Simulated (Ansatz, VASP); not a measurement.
# ZnPbO2 (CuAu-ordered zincblende type (invented)) in two plane-wave programs, part 2 of 2

Aim: how closely do two programs agree when they are given the same cell, functional and k mesh? The cell is generated by rule, not measured, and may not be a known phase. Of the first pair: The two relaxations start from unlike cells of this crystal (the structure described is Ansatz's start), so only their ends are compared.

VASP 6.6.1 and Ansatz 0.2.0.

So far: Starting point; Ansatz: relaxation of cell and atoms, PBE, pair 1; VASP: relaxation of cell and atoms, PBE, pair 1; Comparison.

## Step 5: VASP: relaxation of cell and atoms, PBE, pair 2

Level of this step: PBE; plane waves and PAW (Zn, Pb_d, O); invented cell (VASP).

The relaxed volume is the usual yardstick between codes: in a stiff, nearly cubic crystal its relative difference is about their pressure difference at one cell divided by the bulk modulus. Its start cell is another than that of the pair before, and may be another structure of the material.

Contents of INCAR:

```
SYSTEM = ZnPbO2
PREC = Accurate
ENCUT = 600
EDIFF = 1E-07
NELM = 120
ISMEAR = 0
SIGMA = 0.02
LREAL = .FALSE.
ALGO = Normal
GGA = PE
NBANDS = 25
LORBIT = 11
LWAVE = .FALSE.
LCHARG = .FALSE.
ISIF = 3
IBRION = 2
NSW = 80
EDIFFG = -0.005
LASPH = .TRUE.
GGA_COMPAT = .FALSE.
NELMIN = 4
EFERMI = MIDGAP
KPAR = 2
```

Contents of POSCAR:

```
ZnPbO2
1.0
    3.5967050000      0.0000000000      0.0000000000
    0.0000000000      3.5967050000      0.0000000000
    0.0000000000      0.0000000000      5.1369140000
Zn Pb O
1 1 2
Direct
    0.0000000000      0.0000000000      0.0000000000
    0.5000000000      0.5000000000      0.5000000000
    0.0000000000      0.5000000000      0.1871347272
    0.5000000000      0.0000000000      0.8128652728
```

Contents of KPOINTS:

```
Automatic mesh
0
Gamma
10 10 8
0 0 0
```

The projector-augmented-wave data sets are Zn, Pb_d and O (PBE family, release 64).

Command:

```sh
mpirun -np 2 vasp_std
```

Numbers of over 12 decimals in the logs are rounded to 6 here.

Output:

```text
[... set-up lines as in an earlier step ...]
 entering main loop
       N       E                     dE             d eps       ncg     rms          rms(c)
DAV:   1     0.401719393032E+03    0.40172E+03   -0.21376E+04  5250   0.216E+03
DAV:   2     0.280527212681E+02   -0.37367E+03   -0.36034E+03  5480   0.475E+02
DAV:   3    -0.213625483432E+02   -0.49415E+02   -0.48215E+02  6476   0.176E+02
DAV:   4    -0.231633293682E+02   -0.18008E+01   -0.17939E+01  5946   0.362E+01
[...]
DAV:  13    -0.189213701992E+02   -0.45866E-06   -0.82109E-05  5593   0.801E-02    0.870E-03
DAV:  14    -0.189213717136E+02   -0.15144E-05   -0.89952E-06  5957   0.267E-02    0.363E-03
DAV:  15    -0.189213717693E+02   -0.55727E-07   -0.85366E-07  7189   0.110E-02
   1 F= -.18921372E+02 E0= -.18921372E+02  d E =-.189214E+02
[...]
2 F= -.18921724E+02 E0= -.18921724E+02  d E =-.352100E-03
[...]
3 F= -.18921820E+02 E0= -.18921820E+02  d E =-.448535E-03
[...]
4 F= -.18921824E+02 E0= -.18921824E+02  d E =-.452099E-03
[...]
reached required accuracy - stopping structural energy minimisation
```

From OUTCAR (step 5):

```text
  Total       -0.0124557     -0.0124557     -0.0136461      0.0000000      0.0000000      0.0000000
  in kB       -0.2996588     -0.2996588     -0.3282979      0.0000000      0.0000000      0.0000000
  external PRESSURE =      -0.3092052 kB  Pullay stress =       0.0000000 kB

 POSITION                                       TOTAL-FORCE (eV/Angst)
 -----------------------------------------------------------------------------------
      3.60148      3.60148      0.00000         0.000000     -0.000000     -0.000000
      1.80074      1.80074      2.56720         0.000000      0.000000     -0.000000
      3.60148      1.80074      0.96653         0.000000      0.000000      0.002633
      1.80074      3.60148      4.16787         0.000000      0.000000     -0.002633
 -----------------------------------------------------------------------------------
    total drift:                                0.000000      0.000000      0.000000

  FREE ENERGIE OF THE ION-ELECTRON SYSTEM (eV)
  ---------------------------------------------------
  free  energy   TOTEN  =       -18.9218238680 eV

  energy  without entropy=      -18.9218238680  energy(sigma->0) =      -18.92182387

[... 1 part as in an earlier step ...]

[... 3 further parts left out ...]
[key lines of the parts left out:]
E-fermi :   4.2883
```

## Step 6: Ansatz: relaxation of cell and atoms, PBE, pair 2

The same cell, functional, mesh and smearing now go to Ansatz, which takes its cutoff from its data sets.

The cell is taken from a series of runs on this material, whose earlier steps may have relaxed, scaled, displaced or heated it; both programs get it as it stands.

Contents of input.yaml:

```yaml
crystal:
  lattice:
    - [3.596705201, 0.0, 0.0]
    - [0.0, 3.596705201, 0.0]
    - [0.0, 0.0, 5.1369141447]
  atoms:
    - { symbol: Zn, position: [0.0, 0.0, 0.0] }
    - { symbol: Pb, position: [0.5, 0.5, 0.5] }
    - { symbol: O, position: [0.0, 0.5, 0.1871346555] }
    - { symbol: O, position: [0.5, 0.0, 0.8128653445] }
kpoints:
  mp_grid: { grid: [10, 10, 8] }
hamiltonian:
  xc: pbe
scf:
  occupations: { method: gaussian, width: 0.02 }
output:
  forces: true
  stress: true
  eigenvalues: true
relax:
  adjacent_minimum: "off"
  f_tol: 0.005
  max_steps: 80
  cell: { stress_tol: 0.05 }
```

Command:

```sh
ansatz run input.yaml --threads 2 --pin off --max-ram 5120MiB --backend cpu --events-out ev --progress --plain --runs-dir out
```

Output:

```text
[...]
Crystal: 4 atoms, lattice volume = 66.453 Å³
Basis set: ecut = 420 eV, 1281 PW (Γ), exchange–correlation on 50×50×72 points (8 copies of the dense FFT grid, shifted against one another)
Bands: 23, of which v1, the nominal top of the filled ones, is band 19 counted from 1 (18 counted from 0)
Symmetry: 8 space group operations
[...]
k-points: 105 of 800 (time reversal used)
[...]
k-point 104: bands = [... 15 lower, 4.1767, 4.6786, 5.1720, 8.2470, 10.6829, 10.6829, 13.9118, 15.0323]
--- Relaxed structure (3 steps of the walk, 3 accepted, 1 SCFs on fresh bases) ---
[...]
cell:  # Å, volume = 66.4004 Å³
    - [3.595937, 0, 0]
    - [0, 3.595937, 0]
    - [0, 0, 5.135071]
  atoms:
    - { symbol: Zn, position: [0, 0, 0] }
    - { symbol: Pb, position: [0.5, 0.5, 0.5] }
    - { symbol: O, position: [0, 0.5, 0.187630] }
    - { symbol: O, position: [0.5, 0, 0.812370] }
[key lines of the parts left out:]
SCF converged after 7 iterations
Free energy (F): -16359.635173 eV
Fermi energy:    8.522712 eV
P = ⅓ Tr σ = 0.0103 GPa (0.103 kbar)
```

## Step 7: Side by side

Compared:

| quantity | Ansatz | VASP | difference |
| --- | --- | --- | --- |
| volume (Å³) | 66.40 | 66.60 | -0.29 % |
| edge a after relaxation, in the typed setting (Å) | 3.596 | 3.602 | -0.16 % |
| edge c after relaxation, in the typed setting (Å) | 5.135 | 5.134 | +0.01 % |

## Step 8: Ansatz: relaxation of cell and atoms, PBE, pair 3

The relaxed volume is the usual yardstick between codes: in a stiff, nearly cubic crystal its relative difference is about their pressure difference at one cell divided by the bulk modulus.

The cell is taken from a series of runs on this material, whose earlier steps may have relaxed, scaled, displaced or heated it; both programs get it as it stands.

input.yaml, the sections that differ from step 6:

```yaml
crystal:
  lattice:
    - [3.5959369536, 0.0, 0.0]
    - [0.0, 3.5959369536, 0.0]
    - [0.0, 0.0, 5.1350713072]
  atoms:
    - { symbol: Zn, position: [0.0, 0.0, 0.0] }
    - { symbol: Pb, position: [0.5, 0.5, 0.5] }
    - { symbol: O, position: [0.0, 0.5, 0.1876303451] }
    - { symbol: O, position: [0.5, 0.0, 0.8123696549] }
scf:
  occupations: { method: fixed }
relax:
  adjacent_minimum: "off"
  f_tol: 0.001
  max_steps: 60
  cell: { stress_tol: 0.01 }
# kpoints, hamiltonian, output: as in step 6
```

Output:

```text
[...]
Crystal: 4 atoms, lattice volume = 66.400 Å³
Basis set: ecut = 420 eV, 1281 PW (Γ), exchange–correlation on 50×50×72 points (8 copies of the dense FFT grid, shifted against one another)
Bands: 23, of which v1, the nominal top of the filled ones, is band 19 counted from 1 (18 counted from 0)
Symmetry: 8 space group operations
[...]
k-points: 105 of 800 (time reversal used)
[...]
--- Relaxed structure (5 steps of the walk, 5 accepted, 2 SCFs on fresh bases) ---
[...]
cell:  # Å, volume = 66.4109 Å³
    - [3.596050, 0.0, 0]
    - [0.0, 3.596050, 0.0]
    - [0, 0.0, 5.135559]
  atoms:
    - { symbol: Zn, position: [0, 0.0, 0] }
    - { symbol: Pb, position: [0.5, 0.5, 0.500000] }
    - { symbol: O, position: [0, 0.5, 0.187684] }
    - { symbol: O, position: [0.5, 0.0, 0.812316] }
[key lines of the parts left out:]
SCF converged after 7 iterations
Free energy (F): -16359.635182 eV
Fermi energy:    8.245164 eV
P = ⅓ Tr σ = -0.0014 GPa (-0.014 kbar)
```

## Step 9: VASP: relaxation of cell and atoms, PBE, pair 3

The same cell, functional and mesh now go to VASP, with its own data sets.

Changes to INCAR since step 5:

```diff
@@ -6,3 +6,3 @@
 ISMEAR = 0
-SIGMA = 0.02
+SIGMA = 0.01
 LREAL = .FALSE.
```

Contents of POSCAR:

```
ZnPbO2
1.0
    3.5959370000      0.0000000000      0.0000000000
    0.0000000000      3.5959370000      0.0000000000
    0.0000000000      0.0000000000      5.1350710000
Zn Pb O
1 1 2
Direct
    0.0000000000      0.0000000000      0.0000000000
    0.5000000000      0.5000000000      0.5000000000
    0.0000000000      0.5000000000      0.1876303171
    0.5000000000      0.0000000000      0.8123696829
```

KPOINTS is that of step 5.

Command:

```sh
mpirun -np 2 vasp_std
```

Output:

```text
[... set-up lines as in an earlier step ...]
 entering main loop
       N       E                     dE             d eps       ncg     rms          rms(c)
DAV:   1     0.398869666207E+03    0.39887E+03   -0.21384E+04  5250   0.216E+03
DAV:   2     0.272873734872E+02   -0.37158E+03   -0.35850E+03  5515   0.472E+02
DAV:   3    -0.214385960229E+02   -0.48726E+02   -0.47832E+02  6447   0.175E+02
DAV:   4    -0.231593963414E+02   -0.17208E+01   -0.17154E+01  5947   0.360E+01
[...]
DAV:  13    -0.189214967207E+02   -0.71673E-06   -0.83929E-05  5711   0.788E-02    0.861E-03
DAV:  14    -0.189214982504E+02   -0.15297E-05   -0.86739E-06  5940   0.262E-02    0.343E-03
DAV:  15    -0.189214983171E+02   -0.66692E-07   -0.83392E-07  6974   0.116E-02
   1 F= -.18921498E+02 E0= -.18921498E+02  d E =-.189215E+02
[...]
2 F= -.18921704E+02 E0= -.18921704E+02  d E =-.206111E-03
[...]
3 F= -.18921712E+02 E0= -.18921712E+02  d E =-.213972E-03
[...]
4 F= -.18921747E+02 E0= -.18921747E+02  d E =-.342640E-04
 trial-energy change:   -0.000034  1 .order   -0.000033   -0.000056   -0.000010
 step:   1.2443(harm=  1.2798)  dis= 0.00135  next Energy=   -18.921747 (dE=-0.351E-04)
 reached required accuracy - stopping structural energy minimisation
```

Parts of OUTCAR (step 9):

```text
  Total       -0.0056820     -0.0056820     -0.0114879      0.0000000      0.0000000      0.0000000
  in kB       -0.1367209     -0.1367209     -0.2764246      0.0000000      0.0000000      0.0000000
  external PRESSURE =      -0.1832888 kB  Pullay stress =       0.0000000 kB

 POSITION                                       TOTAL-FORCE (eV/Angst)
 -----------------------------------------------------------------------------------
      3.60072      0.00000      0.00000        -0.000000      0.000000      0.000000
      1.80036      1.80036      2.56784         0.000000     -0.000000      0.000000
      0.00000      1.80036      0.96698         0.000000      0.000000      0.001722
      1.80036      0.00000      4.16870        -0.000000     -0.000000     -0.001722
 -----------------------------------------------------------------------------------
    total drift:                                0.000000     -0.000000      0.000000

  FREE ENERGIE OF THE ION-ELECTRON SYSTEM (eV)
  ---------------------------------------------------
  free  energy   TOTEN  =       -18.9217465529 eV

  energy  without entropy=      -18.9217465529  energy(sigma->0) =      -18.92174655

[... 2 parts as in an earlier step ...]

[... 2 further parts left out ...]
[key lines of the parts left out:]
E-fermi :   4.2899
```

## Step 10: Side by side

What differs besides the data sets and the points named for the pairs above, as far as they apply: fixed occupations in Ansatz, narrow Gaussian smearing in VASP. Total energies have different zeros and are not compared.

Both answers:

| quantity | Ansatz | VASP | difference |
| --- | --- | --- | --- |
| volume (Å³) | 66.41 | 66.58 | -0.26 % |
| edge a after relaxation, in the typed setting (Å) | 3.596 | 3.601 | -0.13 % |
| edge c after relaxation, in the typed setting (Å) | 5.136 | 5.136 | +0.00 % |

## Step 11: What came out

```json
{
 "difference in volume (relaxation of cell and atoms, PBE, pair 1)": "-0.16 %",
 "difference in volume (relaxation of cell and atoms, PBE, pair 2)": "-0.29 %",
 "difference in volume (relaxation of cell and atoms, PBE, pair 3)": "-0.26 %"
}
```

In words: The difference in volume is -0.29 % (relaxation of cell and atoms, PBE, pair 2), within the 1.2 % picked in this series as the mark of a large difference, as far as the stopping tolerances let one tell. How closely two codes agree says nothing of how well the functional describes the real material.

[Lines on the potential files, build, host, timing and source positions are cut from VASP's logs without a mark.]

[Logs are printed without paths, hosts, clocks, repeated set-up lines and the standing remarks that a program may print on its own settings, such as how far it seeks lower states.]

[Hosts, paths, dates, database ids (printed as entryN), source tags and the programs' standing remarks are cut or masked in the printed files.]
